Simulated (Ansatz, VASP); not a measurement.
**Tl3Ge2H in VASP and in Ansatz**

```
Tl Ge H
1.0
     6.44450    0.00000    0.00000
    -3.22225    5.58110    0.00000
     0.00000    0.00000    4.43137
Tl Ge H
3 2 1
Direct
  0.16021 0.83979 0.50000
  0.16021 0.32041 0.50000
  0.67959 0.83979 0.50000
  0.33333 0.66667 0.00000
  0.66667 0.33333 0.00000
  0.66667 0.33333 0.50000
```

Alike in both runs: functional PBE; k mesh 3 × 3 × 4; occupations gaussian, width 0.1 eV; no spin polarisation.

Ansatz relaxed the structure, and its values are those at the end. VASP's run is a single point on that final structure, the one shown.

|  | VASP | Ansatz |
| --- | --- | --- |
| version | VASP 6.6.1 | Ansatz 0.2.0 |
| potentials or method | VASP PAW PBE potentials, release 64 (Tl_d, Ge_d, H) | scalar-relativistic, plane waves, PAW |
| plane-wave cutoff (eV) | 520 | 420 |
| valence electrons in the cell | 68 | 68 |

|  | VASP | Ansatz | Ansatz less VASP |
| --- | --- | --- | --- |
| gap on the k mesh at the Fermi level (eV) | none | none | - |
| pressure (GPa) | 0.1 | 0.1 | +0.05 |
| rms of the force components (eV/Å) | 0.010 | 0.009 | -0.0010 |

A gap of «none» marks a metal or a gap that the smearing closes. With one functional, cell and mesh, what is left measures potentials, basis and numerics.

Caveats: the k mesh is coarse (spacing up to 0.38 Å⁻¹), so the values aren't converged. The runs have no spin-orbit coupling, so splittings on Tl are missing.
